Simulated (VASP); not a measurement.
Given:

```xyz
2
Lattice="0.0000 2.7101 2.7101 2.7101 0.0000 2.7101 2.7101 2.7101 0.0000" Properties=species:S:1:pos:R:3 pbc="T T T"
Cu     0.0000     0.0000     0.0000
Cl     1.3551     1.3551     1.3551
```

Level of theory: HSE06 screened hybrid, VASP's PBE PAW potentials (set 64) (plane waves; VASP). Run with 400 eV cut-off, 6×6×6 Γ-centred mesh, Gaussian smearing of 0.050 eV, potentials Cu Cl.

Problem. What does the run give for the energy per atom (σ→0), band gap (over the mesh, the named points and PBE's band edges) with the smallest direct gap where there is one?

Solution. 
```json
{
 "band gap (over the mesh, the named points and PBE's band edges)": "2.34 eV",
 "smallest direct gap (over the mesh, the named points and PBE's band edges)": "2.34 eV",
 "energy per atom (σ→0)": "-3.781 eV/atom"
}
```

Only differences to runs with the same potentials and settings are physical.

The structure comes from a measured CuCl entry (F-43m) of the Crystallography Open Database, whose conditions weren't checked. The cell was not relaxed at this level.
